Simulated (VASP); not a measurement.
Space group Fm-3m (No. 225); a = b = c = 7.046 Å, α = β = γ = 90.00°

```csv
atom,site,symmetry,x,y,z
Sr,4a,m-3m,0.0000,0.0000,0.0000
Cl,8c,-43m,0.2500,0.2500,0.2500
```
(The calculation used a cell of 3 atoms; values per cell refer to that cell.)

All values below come from PBE GGA, VASP's PBE PAW potentials (set 64) (plane waves; VASP). Run with 480 eV cut-off, 6×6×6 Γ-centred mesh, Gaussian smearing of 0.050 eV, potentials Sr_sv Cl.

Each relaxation starts from this cell; other phases were not tried.

Problem. The cell is relaxed at 15 GPa. What happens?

Solution. The volume per atom goes from 29.15 to 22.64 Å³ (-22.3 %), and the cell becomes a = b = c = 6.477 Å, α = β = γ = 90.00°, space group Fm-3m. The gap on the mesh goes from 5.22 to 5.28 eV.

Problem. The cell is relaxed at 30 GPa. What happens?

Solution. The volume per atom goes from 29.15 to 19.93 Å³ (-31.6 %), and the cell becomes a = b = c = 6.2072 Å, α = β = γ = 90.00°, space group Fm-3m. The gap on the mesh goes from 5.22 to 5.05 eV.

Failed runs are left out, and for metals the shear rows, which the mesh's noise covers.

The compound is SrCl2 in the fluorite structure.
